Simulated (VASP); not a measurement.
Here is the system:

```yaml
crystal:
  lattice:
    - [-1.57417, 1.57417, 1.57417]
    - [1.57417, -1.57417, 1.57417]
    - [1.57417, 1.57417, -1.57417]
  atoms:
    - { symbol: Mo, position: [0.00000, 0.00000, 0.00000] }
```

Level of theory: optB86b-vdW, VASP's PBE PAW potentials (set 64) (plane waves; VASP 6.6.1). Settings: 520 eV cut-off, Gaussian smearing of 0.050 eV, potentials Mo_sv.

**Question.** Estimate the band gap (along the path) with the smallest direct gap where there is one.

**Answer.** 
- band gap (along the path): none (metal, semimetal or under 0.01 eV)

Total energies compare only between runs with the same potentials, cut-off and functional.

The compound is Mo in the bcc structure. It was relaxed first.
